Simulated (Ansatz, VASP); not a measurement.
# Cross-check of PtSe2 (Sudovikovite) between VASP and Ansatz, part 2 of 2

Aim: how closely do two programs agree when they are given the same cell, functional and k mesh? The cell is taken from a series of VASP runs on this material, whose earlier steps may have relaxed, scaled or displaced it; both programs get it as it stands.

VASP 6.6.1 and Ansatz 0.2.0.

So far: The starting structure; Ansatz: band structure, LDA, spin-orbit coupling; VASP: band structure, LDA, spin-orbit coupling.

**3. VASP: band structure, LDA, spin-orbit coupling (continued)**

Level of this step: LDA, spin-orbit coupling; plane waves and PAW (Pt, Se) (VASP).

Numbers of over 12 decimals in the logs are rounded to 6 here.

OUTCAR, selected parts (step 3):

```text
ion  position               nearest neighbor table
   1  0.000  0.000  0.000-   2 2.50   3 2.50   3 2.50   2 2.50   3 2.50   2 2.50
   2  0.333  0.667  0.264-   1 2.50   1 2.50   1 2.50
   3  0.667  0.333  0.736-   1 2.50   1 2.50   1 2.50

  LATTYP: Found a hexagonal cell.
 ALAT       =     3.7403324055
 C/A-ratio  =     1.2801320599

 Subroutine GETGRP returns: Found 12 space group operations
 (whereof 12 operations were pure point group operations)

The static configuration has the point symmetry D_3d.

 Found     24 irreducible k-points:

   k-points           NKPTS =     24   k-points in BZ     NKDIM =     24   number of bands    NBANDS=     34

   dimension x,y,z NGX =    24 NGY =   24 NGZ =   32
   dimension x,y,z NGXF=    48 NGYF=   48 NGZF=   64

   ENCUT  =  400.0 eV  29.40 Ry    5.42 a.u.   6.10  6.10  7.81*2*pi/ulx,y,z

   NELECT =      22.0000    total number of electrons

 k-points in reciprocal lattice and weights: Automatic mesh
   0.00000000  0.00000000  0.00000000       0.007
   0.16666667  0.00000000  0.00000000       0.042
   0.33333333  0.00000000  0.00000000       0.042
   0.50000000  0.00000000  0.00000000       0.021
   0.16666667  0.16666667  0.00000000       0.042
   0.33333333  0.16666667  0.00000000       0.083
   0.33333333  0.33333333  0.00000000       0.014
   0.00000000  0.00000000  0.25000000       0.014
   0.16666667  0.00000000  0.25000000       0.042
[...]
0.33333333  0.16666667  0.50000000       0.083
   0.33333333  0.33333333  0.50000000       0.014

 average (electrostatic) potential at core
       1 -68.0983       2 -58.3170       3 -58.3170

 E-fermi :   7.0614

 k-point     1 :       0.0000    0.0000    0.0000
  band No.  band energies     occupation
    ...
     16       4.6505      1.00000
     17       5.7030      1.00000
     18       5.7030      1.00000
     19       6.2533      1.00000
     20       6.2533      1.00000
     21       7.8943      0.00000
     22       7.8943      0.00000
     23       8.1052      0.00000
     24       8.1052      0.00000
     25       8.2301      0.00000
    ...

 k-point     2 :       0.1667    0.0000    0.0000
  band No.  band energies     occupation
    ...
     18       5.1307      1.00000
     19       5.6130      1.00000
     20       5.6130      1.00000
     21       6.4811      1.00000
     22       6.4811      1.00000
     23       8.5061      0.00000
     24       8.5061      0.00000
     25       8.7479      0.00000
     26       8.7479      0.00000
     27      11.6295      0.00000
    ...

 k-point     3 :       0.3333    0.0000    0.0000
  band No.  band energies     occupation
    ...
     18       4.2486      1.00000
     19       4.6500      1.00000
     20       4.6500      1.00000
     21       5.1292      1.00000
     22       5.1292      1.00000
     23       8.1670      0.00000
     24       8.1670      0.00000
     25       9.2707      0.00000
     26       9.2707      0.00000
     27      11.8755      0.00000
    ...

  Total        0.0431240      0.0431240      0.1046827     -0.0000000     -0.0000000     -0.0000000
  in kB        1.1910041      1.1910041      2.8911434     -0.0000000     -0.0000000     -0.0000000
  external PRESSURE =       1.7577172 kB  Pullay stress =       0.0000000 kB

  energy-cutoff  :      400.00
  volume of cell :       58.01
      direct lattice vectors                 reciprocal lattice vectors
     3.740332405  0.000000000  0.000000000     0.267355917  0.154358011  0.000000000
    -1.870166203  3.239222882  0.000000000     0.000000000  0.308716021  0.000000000
     0.000000000  0.000000000  4.788119427     0.000000000  0.000000000  0.208850263

 POSITION                                       TOTAL-FORCE (eV/Angst)
 -----------------------------------------------------------------------------------
      0.00000      0.00000      0.00000         0.000000      0.000000      0.000000
     -0.00000      2.15948      1.26621        -0.000000      0.000000      0.022296
      1.87017      1.07974      3.52191         0.000000     -0.000000     -0.022296
 -----------------------------------------------------------------------------------
    total drift:                                0.000000      0.000000     -0.000000

  FREE ENERGIE OF THE ION-ELECTRON SYSTEM (eV)
  ---------------------------------------------------
  free  energy   TOTEN  =       -17.4950668904 eV

  energy  without entropy=      -17.4942478250  energy(sigma->0) =      -17.49465736

 Spin-Orbit-Coupling matrix elements
 Ion:    1  E_soc:     -0.7332105
 Ion:    2  E_soc:     -0.0344417
 Ion:    3  E_soc:     -0.0344417

 total charge
# of ion       s       p       d       tot
------------------------------------------
    1        0.690   0.713   8.044   9.447
    2        1.493   2.225   0.075   3.793
    3        1.493   2.225   0.075   3.793
--------------------------------------------------
tot          3.675   5.163   8.195  17.034

 magnetization (x)
# of ion       s       p       d       tot
------------------------------------------
    1        0.000   0.000   0.000   0.000
    2        0.000   0.000   0.000   0.000
    3        0.000   0.000   0.000   0.000
--------------------------------------------------
tot          0.000   0.000   0.000   0.000

 magnetization (y)
# of ion       s       p       d       tot
------------------------------------------
    1        0.000   0.000   0.000   0.000
    2       -0.000   0.000   0.000  -0.000
    3       -0.000  -0.000   0.000  -0.000
--------------------------------------------------
tot         -0.000  -0.000   0.000  -0.000

 magnetization (z)
# of ion       s       p       d       tot
------------------------------------------
    1       -0.000   0.000   0.000  -0.000
    2        0.000   0.000   0.000   0.000
    3        0.000   0.000   0.000   0.000
--------------------------------------------------
tot         -0.000   0.000   0.000  -0.000

[... 3 further parts left out ...]
```

The run ends at a pressure of 0.18 GPa, with forces up to 0.022 eV/Å.

**4. Comparison**

Known differences besides the potentials themselves: spin-orbit coupling enters by fully relativistic files in Ansatz and inside the spheres in VASP; the two LDA forms differ slightly; the data sets hold 50 valence electrons in Ansatz (fully relativistic PAW (standard-fr) files) and 22 in VASP; the cutoff is 420 eV in Ansatz and 400 eV in VASP; VASP's log shows a relativistic correction to its local exchange, Ansatz's none. Total energies have different zeros and are not compared.

The two programs side by side:

| quantity | Ansatz | VASP | difference |
| --- | --- | --- | --- |
| pressure (GPa) | -0.33 | 0.18 | -0.50 |

At this near-relaxed geometry the largest component of a force difference is 64 meV/Å. Levels from 3 eV below to 2 eV above the Fermi level differ by 17 meV r.m.s. and 39 meV at most; each VASP level is matched to the nearest of Ansatz, which flatters the figure a little.

**5. Further runs**

Further runs change the set-up of one program: Ansatz's method, potentials or start, or VASP's data sets, cutoff or form of LDA. The table gives Ansatz less VASP for each quantity, since a change that brings one quantity closer may part another.

| run | r.m.s. force difference (meV/Å) | pressure (GPa) |
| --- | --- | --- |
| as above | 30 | -0.50 |
| cores kept as stored | 26 | -0.41 |
| Ansatz's larger PAW set (cutoff 900 eV) | 31 | -0.51 |

**6. What came out**

| Item | Value |
| --- | --- |
| r.m.s. force difference (band structure, LDA, spin-orbit coupling) | 30 meV/Å |
| difference in pressure (band structure, LDA, spin-orbit coupling) | -0.50 GPa |

**Reading.** The r.m.s. force difference is 30 meV/Å (band structure, LDA, spin-orbit coupling), beyond the 12 meV/Å picked in this series as the mark of a large difference. For band structure, LDA, spin-orbit coupling, no further run moves any of the tabulated differences by more than a quarter of its size. 1 further run of this series is not shown here. How closely two codes agree says nothing of how well the functional describes the real material.

[Lines on the potential files, build, host, timing and source positions are cut from VASP's logs without a mark.]

[Logs are printed without paths, hosts, clocks, repeated set-up lines and the standing remarks that a program may print on its own settings, such as how far it seeks lower states.]

[Hosts, paths, dates, database ids (printed as entryN), source tags and the programs' standing remarks are cut or masked in the printed files.]
